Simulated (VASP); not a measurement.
Write the native input for VASP 6.6.1 that does the following.

| Quantity | Value |
| --- | --- |
| Task | single point |
| Functional | PBE |
| Potentials or basis | VASP PAW PBE potentials, release 64 (Ta_pv, Tl_d) |
| Cutoff | 520 eV |
| k mesh | 7 × 7 × 7 |
| Occupations | fermi-dirac, width 0.05 eV |
| Spin | no spin polarisation |
| Further INCAR settings | ALGO = Normal; EDIFF = 1e-07; NBANDS = 19 |

The structure of TaTl lies in POSCAR:

```
TaTl
1.0
    3.6221205400      0.0000000000      0.0000000000
    0.0000000000      3.6221205400      0.0000000000
    0.0000000000      0.0000000000      3.6221205400
Ta Tl
1 1
Direct
    0.0000000000      0.0000000000      0.0000000000
    0.5000000000      0.5000000000      0.5000000000
```

The cell was built by a generator and needn't be a form met in nature.

The input as run:

INCAR

```
SYSTEM = TaTl
  PREC = Accurate
  ENCUT = 520
  EDIFF = 1E-7
  ISMEAR = -1
  SIGMA = 0.05
  LREAL = .FALSE.
  LASPH = .TRUE.
  NELM = 80
  ALGO = Normal
  ISIF = 2
  LWAVE = .FALSE.
  LCHARG = .TRUE.
  GGA = PE
  LELF = .TRUE.
  LVHAR = .TRUE.
  NBANDS = 19
```

KPOINTS

```
Automatic mesh
0
G
  7 7 7
  0 0 0
```

Potentials or basis: VASP PAW PBE potentials, release 64 (Ta_pv, Tl_d).

Run with:

```console
$ cat potpaw_PBE.64/Ta_pv/POTCAR potpaw_PBE.64/Tl_d/POTCAR > POTCAR
$ mpirun -np 1 vasp_std > vasp.out
```

It gave:

```yaml
Pressure: -13.5 GPa
Band_gap_on_the_k_mesh: none (metal or under the smearing width)
```

It took 7.9 s on 1 thread of Intel(R) Xeon(R) 6975P-C (Granite Rapids) (shared host), peak memory 0.16 GiB.
